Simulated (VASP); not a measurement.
Input for VASP

### INCAR
```
SYSTEM = PtAl2
PREC = Accurate
ENCUT = 400
EDIFF = 1E-6
NELM = 100
ALGO = Normal
LREAL = .FALSE.
LASPH = .TRUE.
ISMEAR = 1
SIGMA = 0.1
GGA = PE
LMAXMIX = 6
LWAVE = .FALSE.
LCHARG = .FALSE.
ISIF = 2
```

**KPOINTS**
```
Automatic mesh
0
Gamma
7 7 7
0 0 0
```

POSCAR:
```
PtAl2
1
    0.0000000000     2.9550000000     2.9550000000
    2.9550000000     0.0000000000     2.9550000000
    2.9550000000     2.9550000000     0.0000000000
Al Pt
2 1
Direct
  0.2500000000   0.2500000000   0.2500000000
  0.7500000000   0.7500000000   0.7500000000
  0.0000000000   0.0000000000   0.0000000000
```

POTCAR, in this order: Al Pt (PBE.64 set). Program: vasp_gam.

Problem. What happens when VASP runs on this input?

Solution. There is a fault: the Γ-only program was given a k-mesh. VASP stops with an error: You are using the Gamma-point-only version with more than one k-point or some other non-Gamma k-point. ----> I REFUSE TO CONTINUE WITH THIS SICK JOB ... BYE!!! <----

### standard output
```
 POSCAR found type information on POSCAR AlPt
 POSCAR found :  2 types and       3 ions
 Reading from existing POTCAR
 Reading from existing POTCAR
 LDA part: xc-table for (Slater+PW92), standard interpolation

 -----------------------------------------------------------------------------
|                                                                             |
|     EEEEEEE  RRRRRR   RRRRRR   OOOOOOO  RRRRRR      ###     ###     ###     |
|     E        R     R  R     R  O     O  R     R     ###     ###     ###     |
|     E        R     R  R     R  O     O  R     R     ###     ###     ###     |
|     EEEEE    RRRRRR   RRRRRR   O     O  RRRRRR       #       #       #      |
|     E        R   R    R   R    O     O  R   R                               |
|     E        R    R   R    R   O     O  R    R      ###     ###     ###     |
|     EEEEEEE  R     R  R     R  OOOOOOO  R     R     ###     ###     ###     |
|                                                                             |
|     You are using the Gamma-point-only version with more than one           |
|     k-point or some other non-Gamma k-point.                                |
|                                                                             |
|       ---->  I REFUSE TO CONTINUE WITH THIS SICK JOB ... BYE!!! <----       |
|                                                                             |
 -----------------------------------------------------------------------------
```

To mend it, run vasp_std.

The mended run (PBE GGA, plane waves, VASP's PBE PAW potentials (set 64)) converges, and its OSZICAR ends with
```
   1 F= -.16235897E+02 E0= -.16235682E+02  d E =-.643153E-03
```

The compound is PtAl2 in the fluorite structure. The cell was not relaxed at this level.
